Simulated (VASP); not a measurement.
Input:

```
CELL_PARAMETERS angstrom
      9.31125     0.00000     0.00000
      0.00000     9.31125     0.00000
      0.00000     0.00000     8.90603
ATOMIC_POSITIONS crystal
  Ti 0.00000 0.00000 0.00000
  Ti 0.24607 0.24551 0.16991
  Ti 0.00000 0.00000 0.33333
  Ti 0.24647 0.24509 0.49766
  Ti 0.00000 0.00000 0.66667
  Ti 0.25000 0.25000 0.83333
  Ti 0.00000 0.50000 0.00000
  Ti 0.24510 0.74602 0.16674
  Ti 0.00046 0.49578 0.33690
  Ti 0.24696 0.75016 0.50029
  Ti 0.99762 0.50483 0.67110
  Ti 0.25000 0.75000 0.83333
  Ti 0.50000 0.00000 0.00000
  Ti 0.75000 0.25000 0.16667
  Ti 0.50000 0.00000 0.33333
  Ti 0.75000 0.25000 0.50000
  Ti 0.50000 0.00000 0.66667
  Ti 0.75000 0.25000 0.83333
  Ti 0.50000 0.50000 0.00000
  Ti 0.75000 0.75000 0.16667
  Ti 0.49958 0.50221 0.33851
  Ti 0.75000 0.75000 0.50000
  Ti 0.49542 0.50343 0.66735
  Ti 0.75000 0.75000 0.83333
  Ti 0.25233 0.50087 0.41113
  O  0.15250 0.15250 0.00000
  O  0.40250 0.09750 0.16667
  O  0.10117 0.40346 0.16437
  O  0.34750 0.34750 0.00000
  O  0.15250 0.15250 0.33333
  O  0.40250 0.09750 0.50000
  O  0.09801 0.40188 0.49478
  O  0.35102 0.34503 0.32961
  O  0.15250 0.15250 0.66667
  O  0.40250 0.09750 0.83333
  O  0.09750 0.40250 0.83333
  O  0.34605 0.34679 0.67136
  O  0.15250 0.65250 0.00000
  O  0.39986 0.60139 0.16874
  O  0.09750 0.90250 0.16667
  O  0.34750 0.84750 0.00000
  O  0.15007 0.65690 0.33244
  O  0.40739 0.60062 0.49979
  O  0.09750 0.90250 0.50000
  O  0.34750 0.84750 0.33333
  O  0.15517 0.65360 0.67127
  O  0.40250 0.59750 0.83333
  O  0.09750 0.90250 0.83333
  O  0.34750 0.84750 0.66667
  O  0.65250 0.15250 0.00000
  O  0.90250 0.09750 0.16667
  O  0.59750 0.40250 0.16667
  O  0.84750 0.34750 0.00000
  O  0.65250 0.15250 0.33333
  O  0.90250 0.09750 0.50000
  O  0.59750 0.40250 0.50000
  O  0.84750 0.34750 0.33333
  O  0.65250 0.15250 0.66667
  O  0.90250 0.09750 0.83333
  O  0.59750 0.40250 0.83333
  O  0.84750 0.34750 0.66667
  O  0.65250 0.65250 0.00000
  O  0.90250 0.59750 0.16667
  O  0.59750 0.90250 0.16667
  O  0.84750 0.84750 0.00000
  O  0.65250 0.65250 0.33333
  O  0.90250 0.59750 0.50000
  O  0.59750 0.90250 0.50000
  O  0.84750 0.84750 0.33333
  O  0.65250 0.65250 0.66667
  O  0.90250 0.59750 0.83333
  O  0.59750 0.90250 0.83333
  O  0.84750 0.84750 0.66667
```

All values below come from PBE GGA, VASP's PBE PAW potentials (set 64) (plane waves; VASP). Run with PREC = Normal, LREAL = Auto, ISYM = 0, EDIFF = 1E-5, 400 eV cut-off, 1×1×1 Γ-centred mesh, Gaussian smearing of 0.050 eV, potentials Ti O.

The supercell is sampled at Γ alone, which is coarse: total energies, pressure and levels can be off, energies of defects by several tenths of an eV.

Q: The ions are relaxed. What does this cell relax into?

A: 
```
CELL_PARAMETERS angstrom
      9.31125     0.00000     0.00000
      0.00000     9.31125     0.00000
      0.00000     0.00000     8.90603
ATOMIC_POSITIONS crystal
  Ti 0.98926 0.99967 0.99797
  Ti 0.24954 0.22750 0.16225
  Ti 0.99139 0.99695 0.33491
  Ti 0.24940 0.22831 0.50677
  Ti 0.99005 0.99893 0.67195
  Ti 0.25716 0.24758 0.83445
  Ti 0.01026 0.49921 0.99970
  Ti 0.25022 0.77254 0.16221
  Ti 0.97248 0.51085 0.33455
  Ti 0.25023 0.77182 0.50673
  Ti 0.00967 0.49912 0.66902
  Ti 0.24250 0.75249 0.83443
  Ti 0.51052 0.00045 0.99802
  Ti 0.75252 0.24948 0.16445
  Ti 0.50838 0.00322 0.33495
  Ti 0.75278 0.24893 0.50487
  Ti 0.50962 0.00120 0.67194
  Ti 0.74945 0.26332 0.83475
  Ti 0.48948 0.50090 0.99968
  Ti 0.74719 0.75058 0.16456
  Ti 0.52728 0.48922 0.33457
  Ti 0.74689 0.75114 0.50486
  Ti 0.49000 0.50106 0.66904
  Ti 0.75014 0.73678 0.83477
  Ti 0.24981 0.50009 0.33395
  O  0.14656 0.15246 0.99839
  O  0.39904 0.08962 0.16599
  O  0.11638 0.41584 0.17734
  O  0.35070 0.34195 0.00417
  O  0.14579 0.15474 0.33466
  O  0.39915 0.09027 0.50333
  O  0.11621 0.41594 0.49112
  O  0.36551 0.32936 0.33435
  O  0.14699 0.15216 0.67054
  O  0.40307 0.09631 0.83498
  O  0.10588 0.40290 0.83443
  O  0.35042 0.34241 0.66499
  O  0.14900 0.65813 0.00418
  O  0.38328 0.58427 0.17731
  O  0.10066 0.91044 0.16596
  O  0.35310 0.84761 0.99833
  O  0.13419 0.67071 0.33438
  O  0.38349 0.58407 0.49113
  O  0.10053 0.90984 0.50335
  O  0.35395 0.84533 0.33466
  O  0.14925 0.65767 0.66494
  O  0.39380 0.59720 0.83442
  O  0.09661 0.90380 0.83494
  O  0.35267 0.84794 0.67053
  O  0.65237 0.15442 0.99984
  O  0.89773 0.09534 0.16900
  O  0.60873 0.40561 0.16122
  O  0.85729 0.34587 0.00140
  O  0.64823 0.15607 0.33461
  O  0.89775 0.09489 0.50075
  O  0.60904 0.40567 0.50778
  O  0.85243 0.34371 0.33465
  O  0.65209 0.15463 0.66957
  O  0.89760 0.09770 0.83465
  O  0.59551 0.40397 0.83440
  O  0.85753 0.34551 0.66780
  O  0.64244 0.65420 0.00142
  O  0.89095 0.59447 0.16121
  O  0.60200 0.90481 0.16898
  O  0.84733 0.84569 0.99982
  O  0.64717 0.65644 0.33468
  O  0.89071 0.59442 0.50776
  O  0.60193 0.90524 0.50082
  O  0.85149 0.84400 0.33464
  O  0.64217 0.65461 0.66783
  O  0.90416 0.59613 0.83441
  O  0.60210 0.90240 0.83463
  O  0.84756 0.84550 0.66960
```

Q: How much energy does the relaxation gain?

A: The energy (σ→0) changes by -65.1 meV/atom, in 53 ionic steps.

The cell is a supercell with a defect, built from TiO2 (rutile): Ti_i. The run is not spin-polarised, so no state with unpaired spins was tried.
